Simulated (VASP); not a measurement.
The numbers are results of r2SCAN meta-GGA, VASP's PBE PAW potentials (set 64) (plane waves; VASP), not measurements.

Input for VASP

INCAR:
```
SYSTEM = MgB2
PREC = Accurate
ENCUT = 520
EDIFF = 1E-6
NELM = 100
ALGO = Normal
LREAL = .FALSE.
LASPH = .TRUE.
ISMEAR = 1
SIGMA = 0.1
METAGGA = R2SCAN
LMIXTAU = .TRUE.
LWAVE = .FALSE.
LCHARG = .FALSE.
IBRION = 2
ISIF = 3
NSW = 60
EDIFFG = -0.02
```

File KPOINTS:
```
Automatic mesh
0
Gamma
10 10 8
0 0 0
```

File POSCAR:
```
MgB2
1
    1.5358125382    -2.6601048583     0.0000000000
    1.5358125382     2.6601048583    -0.0000000000
    0.0000000000    -0.0000000000     3.4733760219
Mg B
1 2
Direct
  1.0000000000   0.0000000000   0.0000000000
  0.3333330000   0.6666670000   0.5000000000
  0.6666670000   0.3333330000   0.5000000000
```

POTCAR, in this order: Mg B (PBE.64 set). Program: vasp_std.

Output of the run:

### OSZICAR
```
       N       E                     dE             d eps       ncg     rms          rms(c)
DAV:   1     0.142076855228E+01    0.14208E+01   -0.41851E+03  1200   0.877E+02
DAV:   2    -0.214753826797E+02   -0.22896E+02   -0.21417E+02  1656   0.116E+02
DAV:   3    -0.217996805489E+02   -0.32430E+00   -0.31670E+00  1504   0.158E+01
DAV:   4    -0.218004501303E+02   -0.76958E-03   -0.76958E-03  1656   0.594E-01
DAV:   5    -0.218004515298E+02   -0.13995E-05   -0.13999E-05  1576   0.131E-02    0.529E+00
DAV:   6    -0.195767757762E+02    0.22237E+01   -0.23157E+00  1240   0.104E+01    0.282E+00
DAV:   7    -0.192993964993E+02    0.27738E+00   -0.93410E-01  1368   0.624E+00    0.592E-01
DAV:   8    -0.193271979359E+02   -0.27801E-01   -0.23181E-01  1248   0.473E+00    0.475E-01
DAV:   9    -0.194028800057E+02   -0.75682E-01   -0.64848E-02  1152   0.237E+00    0.141E-01
DAV:  10    -0.194029228635E+02   -0.42858E-04   -0.61230E-03  1440   0.788E-01    0.445E-02
DAV:  11    -0.194020019886E+02    0.92087E-03   -0.41953E-04  1304   0.259E-01    0.184E-02
DAV:  12    -0.194021061923E+02   -0.10420E-03   -0.29188E-04  1224   0.195E-01    0.106E-02
DAV:  13    -0.194020539234E+02    0.52269E-04   -0.10199E-04  1208   0.116E-01    0.162E-03
DAV:  14    -0.194020523933E+02    0.15301E-05   -0.23007E-06  1752   0.197E-02    0.118E-03
DAV:  15    -0.194020519014E+02    0.49195E-06   -0.14304E-07   664   0.524E-03
   1 F= -.19402052E+02 E0= -.19402137E+02  d E =-.194021E+02
       N       E                     dE             d eps       ncg     rms          rms(c)
DAV:   1    -0.194024089592E+02   -0.35657E-03   -0.61871E-03  1248   0.841E-01    0.521E-02
DAV:   2    -0.194023468596E+02    0.62100E-04   -0.39979E-04  1584   0.135E-01    0.258E-02
DAV:   3    -0.194023307995E+02    0.16060E-04   -0.59009E-05  1208   0.578E-02    0.644E-03
DAV:   4    -0.194023344154E+02   -0.36159E-05   -0.65752E-06  1464   0.247E-02    0.283E-03
DAV:   5    -0.194023299985E+02    0.44168E-05   -0.14519E-06  1120   0.163E-02    0.108E-03
DAV:   6    -0.194023338047E+02   -0.38062E-05   -0.11984E-06   720   0.124E-02    0.218E-04
DAV:   7    -0.194023331529E+02    0.65178E-06   -0.69900E-08   568   0.286E-03
   2 F= -.19402333E+02 E0= -.19402396E+02  d E =-.281252E-03
       N       E                     dE             d eps       ncg     rms          rms(c)
DAV:   1    -0.194023493732E+02   -0.15569E-04   -0.22006E-04  1240   0.159E-01    0.982E-03
DAV:   2    -0.194023485025E+02    0.87076E-06   -0.14118E-05  1592   0.254E-02    0.493E-03
DAV:   3    -0.194023495324E+02   -0.10299E-05   -0.22297E-06  1152   0.112E-02    0.118E-03
DAV:   4    -0.194023493463E+02    0.18611E-06   -0.22210E-07   576   0.489E-03
   3 F= -.19402349E+02 E0= -.19402416E+02  d E =-.297445E-03
```

**OUTCAR**
```
------------------------ aborting loop because EDIFF is reached ----------------------------------------
  FORCE on cell =-STRESS in cart. coord.  units (eV):
  Direction    XX          YY          ZZ          XY          YZ          ZX
  --------------------------------------------------------------------------------------
  Total       -0.0339417     -0.0339417      0.0435931      0.0000000     -0.0000000     -0.0000000
  in kB       -1.9071219     -1.9071212      2.4494196      0.0000000     -0.0000000     -0.0000000
  external PRESSURE =      -0.4549411 kB  Pullay stress =       0.0000000 kB
  volume of cell :       28.51
      direct lattice vectors                 reciprocal lattice vectors
     1.537764724 -2.663486142  0.000000000     0.325147269 -0.187723898  0.000000000
     1.537764724  2.663486142 -0.000000000     0.325147269  0.187723898 -0.000000000
    -0.000000000  0.000000000  3.480928703    -0.000000000  0.000000000  0.287279656
 POSITION                                       TOTAL-FORCE (eV/Angst)
 -----------------------------------------------------------------------------------
     -0.00000      0.00000      0.00000         0.000000     -0.000000      0.000000
      1.53776      0.88783      1.74046        -0.000000      0.000000     -0.000000
      1.53776     -0.88783      1.74046         0.000000     -0.000000      0.000000
 -----------------------------------------------------------------------------------
    total drift:                                0.000000     -0.000000      0.000000
  FREE ENERGIE OF THE ION-ELECTRON SYSTEM (eV)
  ---------------------------------------------------
  free  energy   TOTEN  =       -19.4023493463 eV

  energy  without entropy=      -19.4025499535  energy(sigma->0) =      -19.40241622

 reached required accuracy - stopping structural energy minimisation
```
(Selected blocks of OUTCAR.)

**CONTCAR**
```
MgB2
   1.00000000000000
     1.5377647241192209   -2.6634861416340945    0.0000000000000000
     1.5377647241192209    2.6634861416340945   -0.0000000000000000
    -0.0000000000000000    0.0000000000000000    3.4809287032884444
  Mg              B
     1     2
Direct
     0.0000000000000000    0.0000000000000000    0.0000000000000000
     0.3333330000000032    0.6666669999999968    0.5000000000000000
     0.6666669999999968    0.3333330000000032    0.5000000000000000
```

The compound is MgB2 in the AlB2 type structure. This run relaxes it. Symmetry was kept, so distortions that lower it aren't found. The start is the result of an earlier pass.
